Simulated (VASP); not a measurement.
```
GaP
1.0
    0.00000     2.66699     2.66699
    2.66699     0.00000     2.66699
    2.66699     2.66699     0.00000
Ga P
1 1
Direct
  0.00000   0.00000   0.00000
  0.25000   0.25000   0.25000
```

Calculation: PBE GGA with D3 dispersion (Becke-Johnson damping), VASP's PBE PAW potentials (set 64) (plane waves; VASP). Run with 520 eV cut-off, 8×8×8 Γ-centred mesh, Gaussian smearing of 0.050 eV, potentials Ga_d P.

Question: Give the stress tensor in GPa (positive for a compressed cell).

Answer: 
```
5.92  0.00  0.00
0.00  5.92  0.00
0.00  0.00  5.92
```
The pressure is its mean diagonal, 5.92 GPa.

The compound is GaP in the zinc blende structure. This cell is one point of a volume scan, at 0.94 of the reference volume.
